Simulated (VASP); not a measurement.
VASP input:

File KPOINTS:
```
Automatic mesh
0
Gamma
5 5 5
0 0 0
```

**POSCAR**
```
BaHfO3
1
    4.1973378591     0.0000000000     0.0000000000
    0.0000000000     4.1973378591     0.0000000000
   -0.0000000000     0.0000000000     4.1973378591
Ba Hf O
1 1 3
Direct
  0.0000000000   0.0000000000   0.0000000000
  0.5000000000   0.5000000000   0.5000000000
  0.5000000000   0.0000000000   0.5000000000
  0.0000000000   0.5000000000   0.5000000000
  0.5000000000   0.5000000000   0.0000000000
```

**INCAR**
```
SYSTEM = BaHfO3
PREC = Accurate
ENCUT = 620
EDIFF = 1E-6
NELM = 100
ALGO = Normal
LREAL = .FALSE.
LASPH = .TRUE.
ISMEAR = 0
SIGMA = 0.05
GGA = PE
LMAXMIX = 6
LWAVE = .FALSE.
LCHARG = .FALSE.
IBRION = 2
ISIF = 3
NSW = 40
EDIFFG = -0.02
```

POTCAR, in this order: Ba_sv Hf_pv O (PBE.64 set). Program: vasp_std.

**Question.** Write an equivalent input for Ansatz.

**Answer.** One equivalent input (not run):
Ansatz 0.2 input:
```yaml
crystal:
  lattice:
    - [4.1973379, 0.0000000, 0.0000000]
    - [0.0000000, 4.1973379, 0.0000000]
    - [0.0000000, 0.0000000, 4.1973379]
  atoms:
    - { symbol: Ba, position: [0.0000000, 0.0000000, 0.0000000] }
    - { symbol: Hf, position: [0.5000000, 0.5000000, 0.5000000] }
    - { symbol: O, position: [0.5000000, 0.0000000, 0.5000000] }
    - { symbol: O, position: [0.0000000, 0.5000000, 0.5000000] }
    - { symbol: O, position: [0.5000000, 0.5000000, 0.0000000] }
kpoints:
  mp_grid: { grid: [5, 5, 5] }
hamiltonian:
  xc: pbe
  pseudopotentials: { kind: paw }
scf:
  occupations: { method: gaussian, width: 0.05 }
  max_iter: 100
relax:
  max_steps: 40
  f_tol: 0.02
  cell: {}
output: { forces: true, stress: true, eigenvalues: true }
```
The two are equivalent in intent, not identical: each code has its own PAW files, so the cut-off isn't converted (ENCUT is set for VASP's; basis.ecutwfc is left out, and Ansatz then takes the one that its files recommend); Ansatz stops its SCF on the density residual and VASP on the energy change (EDIFF).

The compound is BaHfO3 in the cubic perovskite structure. This run relaxes it. Symmetry was kept, so distortions that lower it aren't found.
